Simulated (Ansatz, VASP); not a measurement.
# Cross-check of Sn (ladder Sn chain) between VASP and Ansatz

Aim: how closely do two programs agree when they are given the same cell, functional and k mesh? The structure shown is the start of the Ansatz relaxation below; VASP solves that cell, so the two are compared at the walk's first step.

Calculated with Ansatz 0.2.0; plane waves, with VASP 6.6.1 beside it; PBE, LDA and RPBE.

## 1. The starting structure

The cell holds 2 atoms: 2 Sn. Its edges and angles: a = 9.000 Å, b = 7.500 Å, c = 2.720 Å, α = 90.0°, β = 90.0°, γ = 90.0°. Vacuum lies along a and b. The structure's axis is c.

## 2. Ansatz: relaxation, PBE

Ansatz runs on its default PAW (the set named soft_2) files.

The two programs are compared at the cell with which this relaxation starts, whose forces are those of its first step.

The input, input.yaml:

```yaml
crystal:
  lattice:
    - [9.0, 0.0, 0.0]
    - [0.0, 7.5, 0.0]
    - [0.0, 0.0, 2.72023]
  atoms:
    - { symbol: Sn, position: [0.370884444, 0.5, 0.0] }
    - { symbol: Sn, position: [0.629115556, 0.5, 0.5] }
kpoints:
  mp_grid: { grid: [1, 1, 30] }
scf:
  occupations: { method: fermi_dirac, width: 0.05 }
hamiltonian:
  xc: pbe
relax:
  cell: { fix: [a, b, alpha, beta, gamma] }
  max_steps: 60
```

The run is started by

```
> ansatz run input.yaml --threads 4 --pin off --max-ram 8192MiB --backend cpu --events-out ev --progress --plain --runs-dir out
```

Numbers of over 12 decimals in the logs are rounded to 6 here.

Output:

```text
Engine: ansatz 0.2.0, aarch64-unknown-linux-gnu
Pseudopotentials: kind: paw
Pseudopotential: Sn, paw, valence charge 14, recommended cutoff 420 eV (normal), Sn.paw.azcp
Functional definition: PBE
  parameter kappa = 0.804
  parameter beta = 0.066725
  exchange = pbe_x(kappa = kappa, mu = beta*pi^2/3)
  correlation = pbe_c(beta = beta)
Crystal: 2 atoms, lattice volume = 183.616 Å³
Basis set: ecut = 420 eV, 3635 PW (Γ), exchange–correlation on 128×108×40 points (8 copies of the dense FFT grid, shifted against one another)
Bands: 18, of which v1, the nominal top of the filled ones, is band 14 counted from 1 (13 counted from 0)
Symmetry: 8 space group operations
Space group: Pmma (ITA 51), of the structure as read, at distance tolerance 5.7e-5 Å
k-points: 16 of 30
Non-local potential: Sn, projectors of the file, l = 0: 2, l = 1: 2, l = 2: 2, l = 3: 2
PAW form: soft (Blöchl's): semilocal exchange-correlation on the pseudo side does not see the compensation charge
PAW one-centre angular grid: Sn, 590 points (default); XC on 64 Gauss nodes
Initial density: superposition of atomic densities (neutral atoms: chi_scale 0, normalization atom), corrected by the library's trained network
Initial wavefunctions: pseudopotential atomic-orbital guess
Functional: x = pbe(κ = 0.804, μ = 0.219515), c = pbe(β = 0.066725)
SCF iter   1: F=—  HF=-12046.098269 eV  |F-HF|=—  |Δ(HF+E_count)|=         —  Δρ=1.91e-3  dr2=1.72e-2  ethr=1.77e-3  ⟨swp⟩=7.4  Hψ=1652  notcnv=0
preconditioner: auto → LDOS  [metal: Δε(μ)=0.056 eV  Ē_g=19.563 eV  σ=0.050 eV  W_gap=0.27  n_scr=20 (ndim 8)  ℏωp=14.5 eV  f_vac=0.582  D(μ)=2.09/eV (n_scr^D=10)  β→1.0]
SCF iter   2: F=—  HF=-12046.095111 eV  |F-HF|=—  |Δ(HF+E_count)|=   3.16e-3  Δρ=7.32e-4  dr2=1.06e-3  ethr=6.13e-5  ⟨swp⟩=2.4  Hψ=555  notcnv=0
SCF iter   3: F=—  HF=-12046.095662 eV  |F-HF|=—  |Δ(HF+E_count)|=   5.52e-4  Δρ=3.25e-4  dr2=5.53e-4  ethr=3.79e-6  ⟨swp⟩=2.1  Hψ=557  notcnv=0
SCF iter   4: F=—  HF=-12046.095603 eV  |F-HF|=—  |Δ(HF+E_count)|=   5.97e-5  Δρ=1.80e-4  dr2=1.23e-4  ethr=1.98e-6  ⟨swp⟩=2.0  Hψ=553  notcnv=0
SCF iter   5: F=—  HF=-12046.095581 eV  |F-HF|=—  |Δ(HF+E_count)|=   2.14e-5  Δρ=3.29e-5  dr2=2.38e-6  ethr=4.41e-7  ⟨swp⟩=2.0  Hψ=532  notcnv=0
SCF iter   6: F=—  HF=-12046.095583 eV  |F-HF|=—  |Δ(HF+E_count)|=   2.14e-6  Δρ=1.34e-5  dr2=3.96e-7  ethr=8.51e-9  ⟨swp⟩=2.0  Hψ=520  notcnv=0
SCF iter   7: F=-12046.095584 eV  HF=-12046.095584 eV  |F-HF|=4.59e-9  |Δ(HF+E_count)|=   2.07e-7  Δρ=3.16e-6  dr2=4.76e-8  ethr=3.57e-10  ⟨swp⟩=5.2  Hψ=1107  notcnv=0
SCF 1 converged in 7 iterations: F = -12046.095584 eV  dr2 = 4.76e-8
  greatest PAW one-centre occupation: 0.991 electrons in one spin orbital (limit 2), on the Sn atom at site 1 (counted from 0), in its partial waves of l = 2
relax step   1: F+E_penalty+E_count = -12046.09558360 eV  Δ(F+E_penalty+E_count) = +0.000e0 eV  max|allowed force component| = 3.052e0 eV/Å  Δτ_max = 0.0000 Å  P = +5.405 GPa  Ω = 183.616 Å³  fix = [a, b, alpha, beta, gamma]  reactions: a +5.699, b +0.304 GPa  (7 SCF iters, dr2 threshold 1.00e-7 eV, accepted)
[...]
relax step   5: F+E_penalty+E_count = -12047.04644465 eV  Δ(F+E_penalty+E_count) = +6.440e-3 eV  max|allowed force component| = 3.282e-1 eV/Å  Δτ_max = 0.0612 Å  P = -0.148 GPa  Ω = 210.845 Å³  energy of the carried Pulay correction = -2.589e-3 eV  fix = [a, b, alpha, beta, gamma]  (6 SCF iters, dr2 threshold 2.00e-7 eV, rejected (line search))
[...]
relax step   6: F+E_penalty+E_count = -12047.07329242 eV  Δ(F+E_penalty+E_count) = -2.041e-2 eV  max|allowed force component| = 2.547e-2 eV/Å  Δτ_max = 0.0240 Å  P = -0.081 GPa  Ω = 206.144 Å³  energy of the carried Pulay correction = -2.168e-3 eV  fix = [a, b, alpha, beta, gamma]  reactions: a -0.592, b +0.299 GPa  (9 SCF iters, accepted)
[...]
relax step   7: F+E_penalty+E_count = -12047.07335684 eV  Δ(F+E_penalty+E_count) = -6.442e-5 eV  max|allowed force component| = 1.060e-2 eV/Å  Δτ_max = 0.0014 Å  P = -0.101 GPa  Ω = 206.238 Å³  energy of the carried Pulay correction = -2.176e-3 eV  fix = [a, b, alpha, beta, gamma]  reactions: a -0.624, b +0.300 GPa  (3 SCF iters, dr2 threshold 4.05e-8 eV, accepted)
[...]
relax step   8: F+E_penalty+E_count = -12047.07336578 eV  Δ(F+E_penalty+E_count) = -8.946e-6 eV  max|allowed force component| = 1.390e-3 eV/Å  Δτ_max = 0.0012 Å  P = -0.117 GPa  Ω = 206.317 Å³  energy of the carried Pulay correction = -2.184e-3 eV  fix = [a, b, alpha, beta, gamma]  reactions: a -0.650, b +0.300 GPa  (4 SCF iters, dr2 threshold 7.02e-9 eV, accepted)
[...]
relax step   9: F+E_penalty+E_count = -12047.07480278 eV  Δ(F+E_penalty+E_count) = -1.437e-3 eV  max|allowed force component| = 2.318e-3 eV/Å  Δτ_max = 0.0000 Å  P = -0.120 GPa  Ω = 206.317 Å³  fix = [a, b, alpha, beta, gamma]  reactions: a -0.659, b +0.292 GPa  stress off target by 7.28e-3 GPa on what of the cell is left free  SCF on the basis re-selected at this cell (its energy is not comparable with the rows above)  (6 SCF iters)
basis re-selected at this cell: Δ(F+E_penalty+E_count) = -1.437e-3 eV, ΔP = -0.003 GPa vs the last step (what re-selecting the basis moved, of the pressure what is left beyond the Pulay correction that the steps carried, after the strain that the cell walked since its last selection, with what the two solves' SCF thresholds leave and, on support functions, any second-order correction that the steps lacked; it is no measure of the basis error at this ecutwfc). The dense FFT grid was sized anew with the basis: this SCF ran on 64×54×24 points, the steps before it on 64×54×20, so part of this shift can come from that change (see relax.cell in the input reference). [rest of the remark cut]
SCF converged after 6 iterations
Free energy (F): -12047.074803 eV
Harris-Foulkes:  -12047.074803 eV  (|F-HF|=7.28e-12)
Internal energy: -12047.063045 eV  (E = F + TS)
E sigma→0 (E₀):  -12047.068924 eV
Entropy (-TS):   -0.011757 eV (-5.879 meV/atom)
Fermi energy:    -0.196830 eV
--- Per-component energies (eV) ---
  E_band       = -463.607169
  E_kinetic    = 370.014908
  E_local      = -5066.905674  (includes V_loc(G=0)·N_el)
  E_nonlocal   = -65.505380
  E_hartree    = 2596.537808
  E_xc         = -763.656205
  E_vxc        = -189.521016  (∫ρ·V_xc dr)
  E_paw        = -8268.986520  (= ΣΔE_a)
  E_vpaw       = -704.765538  (= ΣTr[D̂ρ^β])
  E_aug_tail   = -0.000001  (compensation charges beyond the density's cutoff)
  E_ewald      = -848.561981
  E_smearing   = -0.011757  (= −TS)
  E_closure    = -0.000000  (closes the sum)
  Σ components = -12047.074803   (vs F -12047.074803, Δ=0.00e0)
--- Forces (eV/Å), atoms counted from 1 ---
  atom   1  Sn     0.00231798     0.00000000     0.00000000
  atom   2  Sn    -0.00231798     0.00000000     0.00000000
  max |Σ_I F_I| component: 0.00e0 eV/Å
--- Stress (GPa, compression-positive) ---
       -0.658918       0.000000       0.000000
        0.000000       0.292417       0.000000
        0.000000       0.000000       0.007284
  P = ⅓ Tr σ = -0.1197 GPa (-1.197 kbar)
--- Relaxed structure (8 steps of the walk, 7 accepted, 1 SCFs on fresh bases) ---
  F+E_penalty+E_count = -12047.07480278 eV   max|allowed force component| = 2.318e-3 eV/Å   (the final SCF, on the basis selected at the relaxed cell)
  cell:  # Å, volume = 206.3171 Å³
    - [9.0, 0.0, 0.0]
    - [0.0, 7.5, 0.0]
    - [0.0, 0.0, 3.056550]
  atoms:
    - { symbol: Sn, position: [0.354212, 0.5, 0.0] }
    - { symbol: Sn, position: [0.645788, 0.5, 0.5] }
```

## 3. VASP: single point, PBE, start cell

The same cell, functional, mesh and smearing now go to VASP, with its own data sets.

Lines of VASP's logs that name or quote its potential files are left out, and so is its time.

The input, INCAR:

```
SYSTEM = Sn
PREC = Accurate
ENCUT = 400
EDIFF = 1E-06
NELM = 120
ISMEAR = -1
SIGMA = 0.05
LREAL = .FALSE.
ALGO = Normal
GGA = PE
NBANDS = 20
LORBIT = 11
LWAVE = .FALSE.
LCHARG = .FALSE.
ISIF = 2
LASPH = .TRUE.
GGA_COMPAT = .FALSE.
KPAR = 2
```

The input, POSCAR:

```
Sn
1.0
    9.0000000000      0.0000000000      0.0000000000
    0.0000000000      7.5000000000      0.0000000000
    0.0000000000      0.0000000000      2.7202300000
Sn
2
Direct
    0.3708844444      0.5000000000      0.0000000000
    0.6291155556      0.5000000000      0.5000000000
```

The input, KPOINTS:

```
Automatic mesh
0
Gamma
1 1 30
0 0 0
```

The projector-augmented-wave data sets are Sn_d (PBE family, release 64).

The run is started by

```
> mpirun -np 2 vasp_std
```

Output:

```text
[banner, memory and clock lines left out]
running    2 mpi-ranks, on    1 nodes
 distrk:  each k-point on    1 cores,    2 groups
 distr:  one band on    1 cores,    1 groups

 POSCAR found type information on POSCAR Sn
 POSCAR found :  1 types and       2 ions
 LDA part: xc-table for (Slater+PW92), standard interpolation
 POSCAR, INCAR and KPOINTS ok, starting setup
 FFT: planning ... GRIDC
 FFT: planning ... GRID_SOFT
 FFT: planning ... GRID
 WAVECAR not read
 entering main loop
       N       E                     dE             d eps       ncg     rms          rms(c)
DAV:   1     0.191454567705E+03    0.19145E+03   -0.12863E+04   712   0.118E+03
DAV:   2     0.126079259274E+02   -0.17885E+03   -0.17600E+03   672   0.305E+02
DAV:   3    -0.503985163074E+01   -0.17648E+02   -0.17391E+02   740   0.123E+02
DAV:   4    -0.564555355527E+01   -0.60570E+00   -0.60543E+00   708   0.251E+01
DAV:   5    -0.567205241651E+01   -0.26499E-01   -0.26498E-01   924   0.477E+00    0.347E+00
DAV:   6    -0.545622544207E+01    0.21583E+00   -0.15974E-01   744   0.310E+00    0.196E+00
DAV:   7    -0.536137480809E+01    0.94851E-01   -0.25934E-01   788   0.362E+00    0.314E-01
DAV:   8    -0.536476079103E+01   -0.33860E-02   -0.53402E-02   684   0.231E+00    0.267E-01
DAV:   9    -0.536159984983E+01    0.31609E-02   -0.79441E-03   768   0.700E-01    0.991E-02
DAV:  10    -0.536210751940E+01   -0.50767E-03   -0.18037E-03   664   0.451E-01    0.331E-02
DAV:  11    -0.536259082543E+01   -0.48331E-03   -0.46214E-04   784   0.159E-01    0.337E-02
DAV:  12    -0.536279607944E+01   -0.20525E-03   -0.93471E-05   668   0.125E-01    0.203E-02
DAV:  13    -0.536278048376E+01    0.15596E-04   -0.11538E-04   784   0.624E-02    0.867E-03
DAV:  14    -0.536279803719E+01   -0.17553E-04   -0.19152E-05   652   0.431E-02    0.535E-03
DAV:  15    -0.536280030720E+01   -0.22700E-05   -0.19831E-06   560   0.114E-02    0.344E-03
DAV:  16    -0.536280282627E+01   -0.25191E-05   -0.43723E-06   528   0.144E-02    0.222E-03
DAV:  17    -0.536280285448E+01   -0.28213E-07   -0.70520E-07   476   0.905E-03
   1 F= -.53628029E+01 E0= -.53527642E+01  d E =-.200773E-01
```

From OUTCAR (step 3):

```text
ion  position               nearest neighbor table
   1  0.371  0.500  0.000-   2 2.69   2 2.69
   2  0.629  0.500  0.500-   1 2.69   1 2.69

  LATTYP: Found a simple orthorhombic cell.
 ALAT       =     2.7202300000
 B/A-ratio  =     2.7571198024
 C/A-ratio  =     3.3085437628

 Subroutine GETGRP returns: Found  8 space group operations
 (whereof  4 operations were pure point group operations)

The static configuration has the point symmetry C_2v.
 The point group associated with its full space group is D_2h.

 Found     16 irreducible k-points:

   k-points           NKPTS =     16   k-points in BZ     NKDIM =     16   number of bands    NBANDS=     20

   dimension x,y,z NGX =    60 NGY =   50 NGZ =   18
   dimension x,y,z NGXF=   120 NGYF=  100 NGZF=   36

   ENCUT  =  400.0 eV  29.40 Ry    5.42 a.u.  14.68 12.23  4.44*2*pi/ulx,y,z

   NELECT =      28.0000    total number of electrons

 k-points in reciprocal lattice and weights: Automatic mesh
   0.00000000  0.00000000  0.00000000       0.033
   0.00000000  0.00000000  0.03333333       0.067
   0.00000000  0.00000000  0.06666667       0.067
   0.00000000  0.00000000  0.10000000       0.067
   0.00000000  0.00000000  0.13333333       0.067
   0.00000000  0.00000000  0.16666667       0.067
   0.00000000  0.00000000  0.20000000       0.067
   0.00000000  0.00000000  0.23333333       0.067
   0.00000000  0.00000000  0.26666667       0.067
[...]
0.00000000  0.00000000  0.46666667       0.067
   0.00000000  0.00000000  0.50000000       0.033

 average (electrostatic) potential at core
       1-107.5679       2-107.5679

 E-fermi :  -0.2926

 k-point     1 :       0.0000    0.0000    0.0000
  band No.  band energies     occupation
    ...
     11     -11.6679      2.00000
     12      -7.5865      2.00000
     13      -3.1903      2.00000
     14      -2.8402      2.00000
     15      -0.2793      0.86762
     16       2.1257      0.00000
     17       3.2187      0.00000
     18       3.5338      0.00000
     19       4.3148      0.00000
     20       4.3198      0.00000

 k-point     2 :       0.0000    0.0000    0.0333
  band No.  band energies     occupation
    ...
     11     -11.6437      2.00000
     12      -7.5645      2.00000
     13      -3.1640      2.00000
     14      -2.8122      2.00000
     15      -0.2539      0.63117
     16       2.1474      0.00000
     17       3.2388      0.00000
     18       3.5568      0.00000
     19       4.3366      0.00000
     20       4.3414      0.00000

 k-point     3 :       0.0000    0.0000    0.0667
  band No.  band energies     occupation
    ...
     10     -21.5867      2.00000
     11     -11.5708      2.00000
     12      -7.4982      2.00000
     13      -3.0850      2.00000
     14      -2.7283      2.00000
     15      -0.1780      0.18356
     16       2.2126      0.00000
     17       3.2988      0.00000
     18       3.6257      0.00000
     19       4.4016      0.00000
    ...

  Total        6.5085899      0.3294395     11.6904533      0.0000000      0.0000000      0.0000000
  in kB       56.7921210      2.8745962    102.0076012      0.0000000      0.0000000      0.0000000
  external PRESSURE =      53.8914394 kB  Pullay stress =       0.0000000 kB

  energy-cutoff  :      400.00
  volume of cell :      183.62
      direct lattice vectors                 reciprocal lattice vectors
     9.000000000  0.000000000  0.000000000     0.111111111  0.000000000  0.000000000
     0.000000000  7.500000000  0.000000000     0.000000000  0.133333333  0.000000000
     0.000000000  0.000000000  2.720230000     0.000000000  0.000000000  0.367615974

 POSITION                                       TOTAL-FORCE (eV/Angst)
 -----------------------------------------------------------------------------------
      3.33796      3.75000      0.00000        -3.055285      0.000000      0.000000
      5.66204      3.75000      1.36011         3.055285      0.000000      0.000000
 -----------------------------------------------------------------------------------
    total drift:                                0.000000      0.000000     -0.000000

  FREE ENERGIE OF THE ION-ELECTRON SYSTEM (eV)
  ---------------------------------------------------
  free  energy   TOTEN  =        -5.3628028545 eV

  energy  without entropy=       -5.3427255381  energy(sigma->0) =       -5.35276420

 total charge
# of ion       s       p       d       tot
------------------------------------------
    1        1.285   1.153  10.005  12.443
    2        1.285   1.153  10.005  12.443
--------------------------------------------------
tot          2.570   2.305  20.011  24.886

[... 3 further parts left out ...]
```

## 4. Comparison

Known differences besides the potentials themselves: the cutoff is 420 eV in Ansatz and 400 eV in VASP. Total energies have different zeros and are not compared.

Forces (eV/Å; atoms numbered as in POSCAR):

```tsv
atom	Ansatz x, y, z	VASP x, y, z
Sn1	-3.052, 0.000, 0.000	-3.055, 0.000, 0.000
Sn2	3.052, 0.000, 0.000	3.055, 0.000, 0.000
```

The forces differ by 1.8 meV/Å r.m.s., which is 0.1 % of the r.m.s. force of 1.764 eV/Å (both taken over all components).

## 5. Ansatz: relaxation, LDA

The two programs are compared at the cell with which this relaxation starts, whose forces are those of its first step.

The structure compared here is the start of the Ansatz relaxation; VASP solves that cell, so the two are compared at the walk's first step.

input.yaml, the sections that differ from step 2:

```yaml
crystal:
  lattice:
    - [9.0, 0.0, 0.0]
    - [0.0, 7.5, 0.0]
    - [0.0, 0.0, 2.72023]
  atoms:
    - { symbol: Sn, position: [0.370884444, 0.5, 0.0], spin: 0.5 }
    - { symbol: Sn, position: [0.629115556, 0.5, 0.5], spin: 0.5 }
magnetization:
  spin_polarized: true
hamiltonian:
  xc: lda
# kpoints, scf, relax: as in step 2
```

The run is started by

```
> ansatz run input.yaml --threads 4 --pin off --max-ram 8192MiB --backend cpu --events-out ev --progress --plain --runs-dir out
```

Output:

```text
[...]
Crystal: 2 atoms, lattice volume = 183.616 Å³
Basis set: ecut = 420 eV, 3635 PW (Γ)
Bands: 19, of which v1, the nominal top of the filled ones, is band 14 counted from 1 (13 counted from 0)
Symmetry: 8 space group operations
[...]
k-points: 16 of 30
[...]
Starting moments: Σ|m| = 1 μB on 2 of 2 sites
[...]
0.000000       0.284723       0.000000
        0.000000       0.000000       0.026823
  P = ⅓ Tr σ = -0.1246 GPa (-1.246 kbar)
--- Relaxed structure (6 steps of the walk, 6 accepted, 1 SCFs on fresh bases) ---
[...]
cell:  # Å, volume = 200.9271 Å³
    - [9.0, 0.0, 0.0]
    - [0.0, 7.5, 0.0]
    - [0.0, 0.0, 2.976698]
  atoms:
    - { symbol: Sn, position: [0.357827, 0.5, 0.0] }
    - { symbol: Sn, position: [0.642173, 0.5, 0.5] }
[key lines of the parts left out:]
SCF converged after 6 iterations
Magnetization: 0.0000 μB (14.0000 up, 14.0000 down)
Free energy (F): -11757.260916 eV
Fermi energy:    -0.299024 eV
```

(Part 1 of 2 ends here.)

[Lines on the potential files, build, host, timing and source positions are cut from VASP's logs without a mark.]

[Logs are printed without paths, hosts, clocks, repeated set-up lines and the standing remarks that a program may print on its own settings, such as how far it seeks lower states.]

[Hosts, paths, dates, database ids (printed as entryN), source tags and the programs' standing remarks are cut or masked in the printed files.]
